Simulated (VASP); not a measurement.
Output of a VASP run:

### OSZICAR
```
       N       E                     dE             d eps       ncg     rms          rms(c)
DAV:   1     0.299823650213E+03    0.29982E+03   -0.14760E+04   392   0.121E+03
DAV:   2    -0.226700371084E+00   -0.30005E+03   -0.29717E+03   392   0.395E+02
DAV:   3    -0.412204007145E+02   -0.40994E+02   -0.40543E+02   688   0.119E+02
DAV:   4    -0.438121954591E+02   -0.25918E+01   -0.25685E+01   488   0.281E+01
DAV:   5    -0.439849053887E+02   -0.17271E+00   -0.17086E+00   616   0.651E+00    0.185E+01
DAV:   6    -0.411861120414E+02    0.27988E+01   -0.58410E+01   568   0.507E+01    0.851E+00
DAV:   7    -0.401127051557E+02    0.10734E+01   -0.16185E+01   520   0.266E+01    0.557E+00
DAV:   8    -0.400055066960E+02    0.10720E+00   -0.10970E+00   528   0.734E+00    0.117E+00
DAV:   9    -0.400029475258E+02    0.25592E-02   -0.53024E-02   512   0.148E+00    0.605E-01
DAV:  10    -0.400024395982E+02    0.50793E-03   -0.32484E-02   520   0.121E+00    0.276E-01
DAV:  11    -0.400020639239E+02    0.37567E-03   -0.28056E-03   512   0.313E-01    0.100E-01
DAV:  12    -0.400020016122E+02    0.62312E-04   -0.62323E-04   560   0.173E-01    0.176E-02
DAV:  13    -0.400019995388E+02    0.20733E-05   -0.14607E-05   504   0.268E-02    0.535E-03
DAV:  14    -0.400019987162E+02    0.82261E-06   -0.87390E-07   328   0.750E-03
   1 F= -.40001999E+02 E0= -.39986922E+02  d E =-.301540E-01
```

**OUTCAR**
```
------------------------ aborting loop because EDIFF is reached ----------------------------------------
  FORCE on cell =-STRESS in cart. coord.  units (eV):
  Direction    XX          YY          ZZ          XY          YZ          ZX
  --------------------------------------------------------------------------------------
  Total       -1.8987594     -1.6230638      2.8198842      0.0000000      0.0000000      0.0000000
  in kB      -35.1241031    -30.0241626     52.1634841      0.0000000      0.0000000      0.0000000
  external PRESSURE =      -4.3282605 kB  Pullay stress =       0.0000000 kB
  volume of cell :       86.61
      direct lattice vectors                 reciprocal lattice vectors
     1.775696000 -6.799836000  0.000000000     0.281579730 -0.073531185  0.000000000
     1.775696000  6.799836000  0.000000000     0.281579730  0.073531185  0.000000000
     0.000000000  0.000000000  3.586561000     0.000000000  0.000000000  0.278818623
 POSITION                                       TOTAL-FORCE (eV/Angst)
 -----------------------------------------------------------------------------------
      1.77570     -5.39744      2.68992         0.000000      0.385215      0.000000
      1.77570      5.39744      0.89664         0.000000     -0.385215      0.000000
      1.77570     -0.79218      2.68992         0.000000      0.039082     -0.000000
      1.77570      0.79218      0.89664         0.000000     -0.039082     -0.000000
      1.77570      3.40413      2.68992         0.000000     -0.240552     -0.000000
      1.77570     -3.40413      0.89664         0.000000      0.240552     -0.000000
 -----------------------------------------------------------------------------------
    total drift:                                0.000000     -0.000000     -0.000000
  FREE ENERGIE OF THE ION-ELECTRON SYSTEM (eV)
  ---------------------------------------------------
  free  energy   TOTEN  =       -40.0019987162 eV

  energy  without entropy=      -39.9718447325  energy(sigma->0) =      -39.98692172
```
(Selected blocks of OUTCAR.)

**POSCAR**
```
TiSi2
1
    1.7756960000    -6.7998360000     0.0000000000
    1.7756960000     6.7998360000     0.0000000000
    0.0000000000     0.0000000000     3.5865610000
Ti Si
2 4
Direct
  0.8968800000   0.1031200000   0.7500000000
  0.1031200000   0.8968800000   0.2500000000
  0.5582500000   0.4417500000   0.7500000000
  0.4417500000   0.5582500000   0.2500000000
  0.2496900000   0.7503100000   0.7500000000
  0.7503100000   0.2496900000   0.2500000000
```

Write an INCAR and KPOINTS that could have produced this output.

Several could match; the one computed here: the input of the run itself, PBE GGA, plane waves, VASP's PBE PAW potentials (set 64).

### INCAR
```
ISMEAR  =  0
SIGMA  =  0.2
EDIFF  =  1E-6
LREAL  =  .False.
PREC  =  Accurate
LWAVE  =  .False.
LMAXMIX  =  4   ! l cut-off of mixed one-centre charges
ALGO  =  Normal   ! blocked Davidson
ENCUT  =  300
SYSTEM  =  TiSi2
NELM  =  100
ISIF  =  2
LCHARG  =  .False.
LASPH  =  .True.   ! aspherical one-centre terms
GGA  =  PE
```

KPOINTS:
```
K-points
0
G
  3 3 2
```

POTCAR, in this order: Ti_sv Si (PBE.64 set). Program: vasp_std.

At this cut-off the stress carries a Pulay error, which pulls relaxed volumes low.

The structure comes from a computed database's TiSi2 entry; how it stands against other phases isn't given here. The cell was not relaxed at this level. The k-mesh is coarse (spacing up to 0.88 per Å, 2π included), so the numbers may not be converged in it. The run is one of a series of settings (KPOINTS 3×3×2 Γ-centred mesh against the base run), some of them coarse on purpose.
